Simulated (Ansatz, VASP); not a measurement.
**One calculation of Na4Hg, two programs**

```
Na Hg
1.0
     5.80501    0.00000    0.00000
     0.00000    5.80501    0.00000
     0.00000    0.00000    5.80501
Na Hg
4 1
Direct
  0.00000 0.00000 0.00000
  0.00000 0.50000 0.50000
  0.50000 0.00000 0.50000
  0.50000 0.50000 0.00000
  0.50000 0.50000 0.50000
```

Alike in both runs: functional PBE; k mesh 4 × 4 × 4; occupations gaussian, width 0.1 eV; no spin polarisation.

Ansatz relaxed the structure, and its values are those at the end. VASP's run is a single point on that final structure, the one shown.

|  | VASP | Ansatz |
| --- | --- | --- |
| version | VASP 6.6.1 | Ansatz 0.2.0 |
| potentials or method | VASP PAW PBE potentials, release 64 (Na_pv, Hg) | scalar-relativistic, plane waves, PAW |
| plane-wave cutoff (eV) | 520 | 420 |
| valence electrons in the cell | 40 | 56 |

```tsv
	VASP	Ansatz	Ansatz less VASP
gap on the k mesh at the Fermi level (eV)	none	none	-
pressure (GPa)	0.3	0.3	+0.01
```

A gap of «none» marks a metal or a gap that the smearing closes. The two sets of potentials don't hold the same shells in valence.

The runs have no spin-orbit coupling, so splittings on Hg are missing.
